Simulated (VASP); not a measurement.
The system is TaAs.

```
CELL_PARAMETERS angstrom
-1.72181 1.72181 5.86794
1.72181 -1.72181 5.86794
1.72181 1.72181 -5.86794
ATOMIC_POSITIONS crystal
Ta 0.49997 0.99997 0.50000
Ta 0.74997 0.74997 0.00000
As 0.08263 0.58263 0.50000
As 0.33263 0.33263 0.00000
```

The cell is a database's computed one.

Program: VASP 6.6.1. Alike in all runs: task electric field gradients; potentials or basis VASP PAW PBE potentials, release 64 (Ta_pv, As); no spin polarisation; cell as given; k mesh 13 × 13 × 13; smearing fermi-dirac 0.05 eV.

**Question.** Order these runs on this cell by their pressure, lowest first.
A. level PBE; cutoff (eV) 520
B. level r2SCAN; cutoff (eV) 520
C. level PBEsol; cutoff (eV) 700

**Answer.** C (-3.2 GPa), B (0.0 GPa), A (2.6 GPa).

Caveats: the PAW data sets were made with another functional, which shifts forces and pressure a little (some runs).
